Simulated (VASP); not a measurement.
For cubic KF (space group Fm-3m), PBE GGA, VASP's PBE PAW potentials (set 64) (VASP 6.6.1) gives ε∞ = 2.01, a static ε₀ = 5.06 and a transverse optical mode at 213 cm⁻¹.

### Question
Estimate the longitudinal optical frequency at Γ.

### Answer
By the Lyddane-Sachs-Teller relation, ω_LO = ω_TO √(ε₀/ε∞) = 213 × √(5.06/2.01) = 338 cm⁻¹.

The structure is a typed KF crystal. The cell was not relaxed at this level. The run is one of a series of settings (EDIFF = 1E-8, IBRION = 8, LEPSILON = .TRUE., NSW = 1 against the base run), some of them coarse on purpose.
